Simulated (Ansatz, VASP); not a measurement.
# Sr3BiB in VASP and in Ansatz

```xyz
5
Lattice="5.5196 0.0000 0.0000 0.0000 5.5196 0.0000 0.0000 0.0000 5.5196" Properties=species:S:1:pos:R:3 pbc="T T T"
Sr    2.7598    0.0000    0.0000
Sr    0.0000    2.7598    0.0000
Sr    0.0000    0.0000    2.7598
B     0.0000    0.0000    0.0000
Bi    2.7598    2.7598    2.7598
```

Alike in both runs: functional PBE; k mesh 8 × 8 × 8; occupations gaussian, width 0.1 eV; no spin polarisation.

Ansatz relaxed the structure, and its values are those at the end. VASP's run is a single point on that final structure, the one shown.

|  | VASP | Ansatz |
| --- | --- | --- |
| version | VASP 6.6.1 | Ansatz 0.2.0 |
| potentials or method | VASP PAW PBE potentials, release 64 (Sr_sv, B, Bi_d) | scalar-relativistic, plane waves, PAW |
| plane-wave cutoff (eV) | 520 | 420 |
| valence electrons in the cell | 48 | 48 |

VASP gave:

```
gap on the k mesh at the Fermi level (eV) : none
pressure (GPa)                            : 0.1
```

Task: What did Ansatz give for the same quantities?

Result: gap on the k mesh at the Fermi level (eV): none; pressure (GPa): 0.0.

A gap of «none» marks a metal or a gap that the smearing closes. With one functional, cell and mesh, what is left measures potentials, basis and numerics.

Caveats: spin-orbit coupling is left out, which moves the levels of the heavy elements.
